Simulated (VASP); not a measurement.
Level of theory: r2SCAN meta-GGA, VASP's PBE PAW potentials (set 64) (plane waves; VASP).

Input for VASP

**KPOINTS**
```
Automatic mesh
0
Gamma
7 7 1
0 0 0
```

**INCAR**
```
ALGO=Normal   ! blocked Davidson
NSW=120   ! most ionic steps
LREAL=.FALSE.   ! projection in real space or not
PREC=Normal
EDIFFG=-0.03
EDIFF=1E-5   ! SCF stop (eV)
ISMEAR=1
NELM=100   ! most electronic steps
DIPOL=0.5 0.5 0.5
LWAVE=.TRUE.
ISIF=2
IDIPOL=3
LASPH=.TRUE.   ! aspherical one-centre terms
METAGGA=R2SCAN
ENCUT=400   ! plane-wave cut-off (eV)
LCHARG=.FALSE.
LDIPOL=.TRUE.
IBRION=2
LMAXMIX=6   ! l cut-off of mixed one-centre charges
NELMIN=4
SIGMA=0.1   ! width (eV)
SYSTEM=W(111) slab
LMIXTAU=.TRUE.
```

POSCAR:
```
W(111) slab
1
    4.4869638873    -0.0000000000    -0.0000000000
   -2.2434814416     3.8858247952     0.0000000000
    0.0000000000     0.0000000000    24.2195575755
W
10
Direct
  1.0000000000   1.0000000000   0.3351029513
  0.6666670000   0.3333330000   0.3677623556
  0.3333330000   0.6666670000   0.4030600628
  1.0000000000   1.0000000000   0.4408270171
  0.6666670000   0.3333330000   0.4804392033
  0.3333330000   0.6666670000   0.5195607967
  1.0000000000   0.0000000000   0.5591729829
  0.6666670000   0.3333330000   0.5969399372
  0.3333330000   0.6666670000   0.6322376444
  1.0000000000   0.0000000000   0.6648970487
```

POTCAR, in this order: W_sv (PBE.64 set). Program: vasp_std.

What VASP printed:

**OUTCAR**
```
 ion  position               nearest neighbor table
   1  0.000  0.000  0.335-   4 2.56   2 2.71   2 2.71   2 2.71   3 3.07   3 3.07   3 3.07
   2  0.667  0.333  0.368-   1 2.71   1 2.71   1 2.71   3 2.73   3 2.73   3 2.73   5 2.73   4 3.14
                             4 3.14   4 3.14
   3  0.333  0.667  0.403-   2 2.73   2 2.73   2 2.73   4 2.75   4 2.75   4 2.75   6 2.82   1 3.07
                             1 3.07   1 3.07   5 3.20   5 3.20   5 3.20
   4  0.000  0.000  0.441-   1 2.56   3 2.75   3 2.75   3 2.75   5 2.76   5 2.76   5 2.76   7 2.87
                             2 3.14   2 3.14   2 3.14   6 3.22   6 3.22   6 3.22
   5  0.667  0.333  0.480-   2 2.73   6 2.76   6 2.76   6 2.76   4 2.76   4 2.76   4 2.76   8 2.82
                             3 3.20   3 3.20   3 3.20   7 3.22   7 3.22   7 3.22
   6  0.333  0.667  0.520-   9 2.73   5 2.76   5 2.76   5 2.76   7 2.76   7 2.76   7 2.76   3 2.82
                             8 3.20   8 3.20   8 3.20   4 3.22   4 3.22   4 3.22
   7  0.000  0.000  0.559-  10 2.56   8 2.75   8 2.75   8 2.75   6 2.76   6 2.76   6 2.76   4 2.87
                             9 3.14   9 3.14   9 3.14   5 3.22   5 3.22   5 3.22
   8  0.667  0.333  0.597-   9 2.73   9 2.73   9 2.73   7 2.75   7 2.75   7 2.75   5 2.82  10 3.07
                            10 3.07  10 3.07   6 3.20   6 3.20   6 3.20
   9  0.333  0.667  0.632-  10 2.71  10 2.71  10 2.71   8 2.73   8 2.73   8 2.73   6 2.73   7 3.14
                             7 3.14   7 3.14
  10  0.000  0.000  0.665-   7 2.56   9 2.71   9 2.71   9 2.71   8 3.07   8 3.07   8 3.07
  LATTYP: Found a hexagonal cell.
 ALAT       =     4.4869638873
 C/A-ratio  =     5.3977607540
 Subroutine PRICEL returns:
 Original cell was already a primitive cell.
 Subroutine GETGRP returns: Found 12 space group operations
...
```

### OSZICAR
```
...
DAV:   6    -0.505001978128E+03   -0.12493E-02   -0.10303E-02  1412   0.543E-01    0.736E-02
DAV:   7    -0.505002970368E+03   -0.99224E-03   -0.26466E-03  1512   0.195E-01    0.378E-02
DAV:   8    -0.505002887377E+03    0.82990E-04   -0.36680E-04  1528   0.105E-01    0.182E-02
DAV:   9    -0.505002577363E+03    0.31001E-03   -0.15428E-04  1336   0.774E-02    0.994E-03
DAV:  10    -0.505002872125E+03   -0.29476E-03   -0.78293E-05  1080   0.493E-02    0.500E-03
DAV:  11    -0.505002921966E+03   -0.49841E-04   -0.27262E-05   992   0.273E-02    0.341E-03
DAV:  12    -0.505003080189E+03   -0.15822E-03   -0.32240E-05  1024   0.250E-02    0.231E-03
DAV:  13    -0.505003108961E+03   -0.28772E-04   -0.28906E-05  1096   0.265E-02    0.196E-03
DAV:  14    -0.505003271112E+03   -0.16215E-03   -0.36916E-05  1028   0.316E-02    0.170E-03
DAV:  15    -0.505003278159E+03   -0.70469E-05   -0.91469E-06  1016   0.156E-02
   5 F= -.50500328E+03 E0= -.50499777E+03  d E =-.311188E+00
       N       E                     dE             d eps       ncg     rms          rms(c)
DAV:   1    -0.504623639454E+03    0.37963E+00   -0.20267E+01  1400   0.415E+01    0.145E+00
DAV:   2    -0.505030157117E+03   -0.40652E+00   -0.38831E+00  1348   0.890E+00    0.755E-01
DAV:   3    -0.505045808701E+03   -0.15652E-01   -0.98834E-02  1728   0.180E+00    0.460E-01
DAV:   4    -0.505046954313E+03   -0.11456E-02   -0.28692E-02  1740   0.121E+00    0.332E-01
DAV:   5    -0.505050825126E+03   -0.38708E-02   -0.22275E-02  1732   0.109E+00    0.976E-02
DAV:   6    -0.505051565840E+03   -0.74071E-03   -0.31174E-03  1644   0.342E-01    0.693E-02
DAV:   7    -0.505051935479E+03   -0.36964E-03   -0.31217E-04  1704   0.867E-02    0.453E-02
DAV:   8    -0.505052425156E+03   -0.48968E-03   -0.31051E-04  1496   0.867E-02    0.181E-02
DAV:   9    -0.505052588114E+03   -0.16296E-03   -0.12041E-04  1336   0.499E-02    0.856E-03
DAV:  10    -0.505052598027E+03   -0.99130E-05   -0.26966E-05  1068   0.343E-02
   6 F= -.50505260E+03 E0= -.50505107E+03  d E =-.493199E-01
       N       E                     dE             d eps       ncg     rms          rms(c)
DAV:   1    -0.505052715521E+03   -0.12741E-03   -0.40114E-04  1392   0.177E-01    0.720E-03
DAV:   2    -0.505052728794E+03   -0.13273E-04   -0.76430E-05  1328   0.420E-02    0.372E-03
DAV:   3    -0.505052732165E+03   -0.33711E-05   -0.78358E-06   876   0.177E-02    0.230E-03
DAV:   4    -0.505052816827E+03   -0.84662E-04   -0.57495E-06   864   0.158E-02    0.181E-03
DAV:   5    -0.505052802295E+03    0.14532E-04   -0.44559E-06   864   0.108E-02    0.837E-04
DAV:   6    -0.505052826155E+03   -0.23860E-04   -0.30684E-06   868   0.857E-03    0.642E-04
DAV:   7    -0.505052835826E+03   -0.96713E-05   -0.26840E-06   872   0.857E-03
   7 F= -.50505284E+03 E0= -.50505129E+03  d E =-.495577E-01
       N       E                     dE             d eps       ncg     rms          rms(c)
DAV:   1    -0.505027998696E+03    0.24827E-01   -0.15095E+00  1384   0.105E+01    0.353E-01
DAV:   2    -0.505045949612E+03   -0.17951E-01   -0.26258E-01  1440   0.232E+00    0.241E-01
DAV:   3    -0.505052670812E+03   -0.67212E-02   -0.87280E-03  1704   0.584E-01    0.151E-01
DAV:   4    -0.505054371135E+03   -0.17003E-02   -0.23988E-03  1736   0.324E-01    0.114E-01
DAV:   5    -0.505056896773E+03   -0.25256E-02   -0.19690E-03  1664   0.315E-01    0.305E-02
DAV:   6    -0.505057169298E+03   -0.27252E-03   -0.27538E-04  1556   0.105E-01    0.219E-02
DAV:   7    -0.505057405468E+03   -0.23617E-03   -0.58743E-05  1248   0.407E-02    0.121E-02
DAV:   8    -0.505057699000E+03   -0.29353E-03   -0.58765E-05  1180   0.246E-02    0.715E-03
DAV:   9    -0.505057920506E+03   -0.22151E-03   -0.66489E-05  1144   0.295E-02    0.417E-03
DAV:  10    -0.505058000142E+03   -0.79637E-04   -0.16785E-05   948   0.233E-02    0.224E-03
DAV:  11    -0.505057981577E+03    0.18566E-04   -0.14728E-05   960   0.244E-02    0.122E-03
DAV:  12    -0.505057992860E+03   -0.11284E-04   -0.35398E-06   928   0.986E-03    0.790E-04
DAV:  13    -0.505058047287E+03   -0.54427E-04   -0.65272E-06   860   0.127E-02    0.649E-04
DAV:  14    -0.505058040533E+03    0.67538E-05   -0.15923E-06   808   0.770E-03
   8 F= -.50505804E+03 E0= -.50505677E+03  d E =-.520471E-02
       N       E                     dE             d eps       ncg     rms          rms(c)
DAV:   1    -0.505051200103E+03    0.68472E-02   -0.38105E-01  1384   0.527E+00    0.178E-01
DAV:   2    -0.505054536508E+03   -0.33364E-02   -0.66730E-02  1496   0.117E+00    0.120E-01
DAV:   3    -0.505056576391E+03   -0.20399E-02   -0.21856E-03  1696   0.293E-01    0.759E-02
DAV:   4    -0.505057289836E+03   -0.71345E-03   -0.65139E-04  1672   0.165E-01    0.577E-02
DAV:   5    -0.505058268398E+03   -0.97856E-03   -0.57624E-04  1504   0.161E-01    0.145E-02
DAV:   6    -0.505058389669E+03   -0.12127E-03   -0.70171E-05  1320   0.519E-02    0.112E-02
DAV:   7    -0.505058484558E+03   -0.94889E-04   -0.16965E-05  1048   0.213E-02    0.624E-03
DAV:   8    -0.505058679599E+03   -0.19504E-03   -0.33687E-05  1024   0.226E-02    0.398E-03
DAV:   9    -0.505058698628E+03   -0.19029E-04   -0.25822E-05  1048   0.263E-02    0.231E-03
DAV:  10    -0.505058777184E+03   -0.78556E-04   -0.16509E-05   936   0.233E-02    0.124E-03
DAV:  11    -0.505058773045E+03    0.41381E-05   -0.61110E-06   880   0.157E-02
   9 F= -.50505877E+03 E0= -.50505765E+03  d E =-.593722E-02
       N       E                     dE             d eps       ncg     rms          rms(c)
DAV:   1    -0.505048923521E+03    0.98537E-02   -0.53470E-01  1412   0.668E+00    0.229E-01
DAV:   2    -0.505053769937E+03   -0.48464E-02   -0.10249E-01  1408   0.149E+00    0.156E-01
DAV:   3    -0.505056904777E+03   -0.31348E-02   -0.33576E-03  1688   0.386E-01    0.997E-02
DAV:   4    -0.505057954826E+03   -0.10500E-02   -0.12403E-03  1720   0.229E-01    0.740E-02
DAV:   5    -0.505059745838E+03   -0.17910E-02   -0.10064E-03  1564   0.212E-01    0.197E-02
DAV:   6    -0.505059769258E+03   -0.23419E-04   -0.13128E-04  1568   0.714E-02    0.138E-02
DAV:   7    -0.505059945211E+03   -0.17595E-03   -0.33183E-05  1064   0.329E-02    0.690E-03
DAV:   8    -0.505060230614E+03   -0.28540E-03   -0.46418E-05  1192   0.251E-02    0.501E-03
DAV:   9    -0.505060272436E+03   -0.41822E-04   -0.10260E-05   960   0.166E-02    0.343E-03
DAV:  10    -0.505060387240E+03   -0.11480E-03   -0.30343E-05  1048   0.197E-02    0.221E-03
DAV:  11    -0.505060389124E+03   -0.18841E-05   -0.47500E-06   952   0.109E-02
  10 F= -.50506039E+03 E0= -.50505898E+03  d E =-.161608E-02
       N       E                     dE             d eps       ncg     rms          rms(c)
DAV:   1    -0.505052312016E+03    0.80752E-02   -0.39578E-01  1416   0.575E+00    0.198E-01
DAV:   2    -0.505055662367E+03   -0.33504E-02   -0.76070E-02  1432   0.128E+00    0.134E-01
DAV:   3    -0.505058025660E+03   -0.23633E-02   -0.24905E-03  1688   0.333E-01    0.862E-02
DAV:   4    -0.505058851910E+03   -0.82625E-03   -0.93211E-04  1688   0.198E-01    0.640E-02
DAV:   5    -0.505060320342E+03   -0.14684E-02   -0.77995E-04  1540   0.184E-01    0.166E-02
DAV:   6    -0.505060332492E+03   -0.12149E-04   -0.10056E-04  1520   0.616E-02    0.122E-02
DAV:   7    -0.505060500369E+03   -0.16788E-03   -0.26345E-05  1064   0.308E-02    0.607E-03
DAV:   8    -0.505060682036E+03   -0.18167E-03   -0.38987E-05  1104   0.214E-02    0.429E-03
DAV:   9    -0.505060790587E+03   -0.10855E-03   -0.17539E-05  1056   0.253E-02    0.317E-03
DAV:  10    -0.505060839990E+03   -0.49403E-04   -0.25059E-05   968   0.263E-02    0.183E-03
DAV:  11    -0.505060794048E+03    0.45943E-04   -0.75171E-06   864   0.140E-02    0.125E-03
DAV:  12    -0.505060808388E+03   -0.14340E-04   -0.14497E-06   900   0.652E-03    0.731E-04
DAV:  13    -0.505060837877E+03   -0.29490E-04   -0.22094E-06   816   0.770E-03    0.436E-04
DAV:  14    -0.505060839178E+03   -0.13007E-05   -0.16219E-06   804   0.664E-03
  11 F= -.50506084E+03 E0= -.50505917E+03  d E =-.206613E-02
```

File OUTCAR:
```
------------------------ aborting loop because EDIFF is reached ----------------------------------------
  FORCE on cell =-STRESS in cart. coord.  units (eV):
  Direction    XX          YY          ZZ          XY          YZ          ZX
  --------------------------------------------------------------------------------------
  Total       -4.8302390     -4.8302392     -0.2213659     -0.0000006     -0.0000000      0.0000000
  in kB      -18.3264021    -18.3264028     -0.8398841     -0.0000024     -0.0000000      0.0000000
  external PRESSURE =     -12.4975630 kB  Pullay stress =       0.0000000 kB
  volume of cell :      422.28
      direct lattice vectors                 reciprocal lattice vectors
     4.486963887  0.000000000  0.000000000     0.222867851  0.128672782  0.000000000
    -2.243481442  3.885824795  0.000000000     0.000000000  0.257345622  0.000000000
     0.000000000  0.000000000 24.219557576     0.000000000  0.000000000  0.041288946
 POSITION                                       TOTAL-FORCE (eV/Angst)
 -----------------------------------------------------------------------------------
     -0.00000      0.00000      8.25748        -0.000000      0.000000      0.016833
      2.24348      1.29527      8.97820        -0.000000     -0.000000     -0.012504
     -0.00000      2.59055      9.66939        -0.000000      0.000000      0.006526
     -0.00000      0.00000     10.74770        -0.000000     -0.000000     -0.018731
      2.24348      1.29527     11.61811        -0.000000     -0.000000      0.027533
     -0.00000      2.59055     12.60144        -0.000000      0.000000     -0.027533
      0.00000      0.00000     13.47185        -0.000000      0.000000      0.018731
      2.24348      1.29527     14.55017         0.000000     -0.000000     -0.006526
     -0.00000      2.59055     15.24136         0.000000      0.000000      0.012504
      0.00000      0.00000     15.96208        -0.000000     -0.000000     -0.016833
 -----------------------------------------------------------------------------------
    total drift:                                0.000000     -0.000000      0.000000
  FREE ENERGIE OF THE ION-ELECTRON SYSTEM (eV)
  ---------------------------------------------------
  free  energy   TOTEN  =      -505.0608391780 eV

  energy  without entropy=     -505.0558462435  energy(sigma->0) =     -505.05917487

 reached required accuracy - stopping structural energy minimisation
```
(Selected blocks of OUTCAR.)

### CONTCAR
```
W(111) slab
   1.00000000000000
     4.4869638873000000    0.0000000000000000    0.0000000000000000
    -2.2434814416000002    3.8858247952000000    0.0000000000000000
     0.0000000000000000    0.0000000000000000   24.2195575755000014
  W
    10
Direct
     0.0000000000000000    0.0000000000000000    0.3409427055097717
     0.6666669999999968    0.3333330000000032    0.3707003648855614
     0.3333330000000032    0.6666669999999968    0.3992387151631890
     0.0000000000000000    0.0000000000000000    0.4437613178132795
     0.6666669999999968    0.3333330000000032    0.4796996386926073
     0.3333330000000032    0.6666669999999968    0.5203003613073925
     0.0000000000000000    0.0000000000000000    0.5562386821867206
     0.6666669999999968    0.3333330000000032    0.6007612848368112
     0.3333330000000032    0.6666669999999968    0.6292996351144386
     0.0000000000000000    0.0000000000000000    0.6590572944902281
```

The cell is a thin slab with vacuum, built from W (bcc): (111) face.
